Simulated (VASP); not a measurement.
Write the native input for VASP 6.6.1 that does the following.

```yaml
Task: single point
Functional: LDA
Potentials_or_basis: VASP PAW LDA potentials, release 64 (Li_sv, In_d)
Cutoff: 520 eV
k_mesh: 4 × 4 × 4
Occupations: fermi-dirac, width 0.15 eV
Spin: no spin polarisation
Dipole_correction: no
Further_INCAR_settings: ALGO = Normal; EDIFF = 1e-06; NBANDS = 24
```

The structure of LiIn lies in POSCAR:

```
LiIn
1.0
    0.0000000000      3.3930000000      3.3930000000
    3.3930000000      0.0000000000      3.3930000000
    3.3930000000      3.3930000000      0.0000000000
Li In
2 2
Direct
    0.5000000000      0.5000000000      0.5000000000
    0.7500000000      0.7500000000      0.7500000000
    0.0000000000      0.0000000000      0.0000000000
    0.2500000000      0.2500000000      0.2500000000
```

One way to write it, as run:

INCAR

```
SYSTEM = LiIn
PREC = Accurate
ENCUT = 520
EDIFF = 1E-6
ISMEAR = -1
SIGMA = 0.15
LREAL = .False.
LASPH = .True.
NELM = 100
ALGO = Normal
ISIF = 2
LWAVE = .False.
LCHARG = .False.
NBANDS = 24
```

KPOINTS

```
regular mesh
0
Gamma
  4 4 4
  0 0 0
```

Potentials or basis: VASP PAW LDA potentials, release 64 (Li_sv, In_d).

The run is started by

```sh
$ cat potpaw_LDA.64/Li_sv/POTCAR potpaw_LDA.64/In_d/POTCAR > POTCAR
$ mpirun -np 1 vasp_std > vasp.out
```

Results of the run:

```yaml
Band_gap_on_the_k_mesh: none (metal or under the smearing width)
```

Caveat: the k mesh is coarse (spacing up to 0.40 Å⁻¹), so the values aren't converged.

Run time: 7.5 s on 1 thread of Intel(R) Xeon(R) 6975P-C (Granite Rapids), on a shared host, peak memory 0.17 GiB.
